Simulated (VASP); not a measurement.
All values below come from PBEsol GGA, VASP's PBE PAW potentials (set 64) (plane waves; VASP).

VASP ran on this input.

### KPOINTS
```
K-points
0
gamma
10 10 10
0 0 0
```

INCAR:
```
NELM  =  100   # most electronic steps
ISMEAR  =  0
IBRION  =  2   # conjugate gradients
LREAL  =  F
ISIF  =  3
SIGMA  =  0.05
PREC  =  Accurate
SYSTEM  =  LiH
ENCUT  =  520   # plane-wave cut-off (eV)
GGA  =  PS   # PBEsol
ALGO  =  Normal
LASPH  =  T   # aspherical one-centre terms
NSW  =  60   # most ionic steps
EDIFFG  =  -0.01   # ionic stop
EDIFF  =  1E-6   # SCF stop (eV)
LWAVE  =  F
LCHARG  =  F
```

POSCAR:
```
LiH
1
   -0.0000000000     1.9879338360     1.9879338360
    1.9879338360     0.0000000000     1.9879338360
    1.9879338360     1.9879338360     0.0000000000
Li H
1 1
Direct
  0.0000000000   1.0000000000   1.0000000000
  0.5000000000   0.5000000000   0.5000000000
```

POTCAR, in this order: Li_sv H (PBE.64 set). Program: vasp_std.

The resulting files:

**OUTCAR**
```
 ion  position               nearest neighbor table
   1  0.000  0.000  0.000-
   2  0.500  0.500  0.500-
  LATTYP: Found a face centered cubic cell.
 ALAT       =     3.9758676720
 Subroutine PRICEL returns:
 Original cell was already a primitive cell.
 Subroutine GETGRP returns: Found 48 space group operations
The static configuration has the point symmetry O_h .
The dynamic configuration has the point symmetry O_h .
 Subroutine INISYM returns: Found 48 space group operations
 Subroutine IBZKPT returns following result:
 Found     47 irreducible k-points:

 Following reciprocal coordinates:
            Coordinates               Weight
  0.000000  0.000000  0.000000      1.000000
  0.100000  0.000000  0.000000      8.000000
  0.200000  0.000000  0.000000      8.000000
  0.300000  0.000000  0.000000      8.000000
  0.400000  0.000000  0.000000      8.000000
  0.500000  0.000000  0.000000      4.000000
  0.100000  0.100000  0.000000      6.000000
  0.200000  0.100000  0.000000     24.000000
  0.300000  0.100000  0.000000     24.000000
...
```

OSZICAR:
```
       N       E                     dE             d eps       ncg     rms          rms(c)
DAV:   1    -0.187428014330E+01   -0.18743E+01   -0.14404E+03   576   0.599E+02
DAV:   2    -0.627236327180E+01   -0.43981E+01   -0.43030E+01   828   0.669E+01
DAV:   3    -0.634407165187E+01   -0.71708E-01   -0.71708E-01   636   0.778E+00
DAV:   4    -0.634553403269E+01   -0.14624E-02   -0.14624E-02   822   0.891E-01
DAV:   5    -0.634553798515E+01   -0.39525E-05   -0.39525E-05   642   0.375E-02    0.270E+00
DAV:   6    -0.617589252543E+01    0.16965E+00   -0.14724E-01   672   0.172E+00    0.135E+00
DAV:   7    -0.611909541576E+01    0.56797E-01   -0.18416E-01   726   0.214E+00    0.203E-01
DAV:   8    -0.612040833351E+01   -0.13129E-02   -0.55470E-03   648   0.667E-01    0.360E-02
DAV:   9    -0.612038358317E+01    0.24750E-04   -0.22976E-04   846   0.840E-02    0.119E-02
DAV:  10    -0.612038310308E+01    0.48009E-06   -0.58490E-06   618   0.238E-02
   1 F= -.61203831E+01 E0= -.61203831E+01  d E =-.612038E+01
```

File OUTCAR:
```
------------------------ aborting loop because EDIFF is reached ----------------------------------------
  FORCE on cell =-STRESS in cart. coord.  units (eV):
  Direction    XX          YY          ZZ          XY          YZ          ZX
  --------------------------------------------------------------------------------------
  Total       -0.0065573     -0.0065573     -0.0065573     -0.0000000     -0.0000000     -0.0000000
  in kB       -0.6686525     -0.6686525     -0.6686525     -0.0000000     -0.0000000     -0.0000000
  external PRESSURE =      -0.6686525 kB  Pullay stress =       0.0000000 kB
  volume of cell :       15.71
      direct lattice vectors                 reciprocal lattice vectors
     0.000000000  1.987933836  1.987933836    -0.251517425  0.251517425  0.251517425
     1.987933836  0.000000000  1.987933836     0.251517425 -0.251517425  0.251517425
     1.987933836  1.987933836  0.000000000     0.251517425  0.251517425 -0.251517425
  FREE ENERGIE OF THE ION-ELECTRON SYSTEM (eV)
  ---------------------------------------------------
  free  energy   TOTEN  =        -6.1203831031 eV

  energy  without entropy=       -6.1203831031  energy(sigma->0) =       -6.12038310

 reached required accuracy - stopping structural energy minimisation
```
(Selected blocks of OUTCAR.)

OUTCAR:
```
 val. band max:        0.2741640615   @ k =   0.5000   0.5000   0.0000

 cond. band min:       2.9998025119   @ k =   0.5000   0.5000   0.0000


 Fermi energy:         0.4781985844

 k-point     1 :       0.0000    0.0000    0.0000
  band No.  band energies     occupation
      1     -43.4082      2.00000
      2      -5.3631      2.00000
      3      16.6964      0.00000
      4      18.2483      0.00000
      5      18.2483      0.00000
      6      18.2483      0.00000

 k-point     2 :       0.1000    0.0000    0.0000
  band No.  band energies     occupation
      1     -43.4032      2.00000
      2      -5.1842      2.00000
      3      15.0581      0.00000
      4      17.3134      0.00000
      5      17.8401      0.00000
      6      17.8401      0.00000

 k-point     3 :       0.2000    0.0000    0.0000
  band No.  band energies     occupation
      1     -43.3895      2.00000
      2      -4.6598      2.00000
      3      11.6472      0.00000
      4      16.0601      0.00000
      5      17.1880      0.00000
      6      17.1880      0.00000

 k-point     4 :       0.3000    0.0000    0.0000
  band No.  band energies     occupation
      1     -43.3726      2.00000
      2      -3.8505      2.00000
      3       8.4153      0.00000
      4      14.9939      0.00000
      5      16.7931      0.00000
      6      16.7931      0.00000

 k-point     5 :       0.4000    0.0000    0.0000
  band No.  band energies     occupation
      1     -43.3589      2.00000
      2      -2.9553      2.00000
      3       6.0002      0.00000
      4      14.2941      0.00000
      5      16.7295      0.00000
      6      16.7295      0.00000

 k-point     6 :       0.5000    0.0000    0.0000
  band No.  band energies     occupation
      1     -43.3535      2.00000
      2      -2.5031      2.00000
      3       5.0348      0.00000
      4      14.0524      0.00000
      5      16.7900      0.00000
      6      16.7900      0.00000
...
```

The compound is LiH in the rock salt structure. It was relaxed first, which changed the volume by -7 %. The start is the result of an earlier pass.
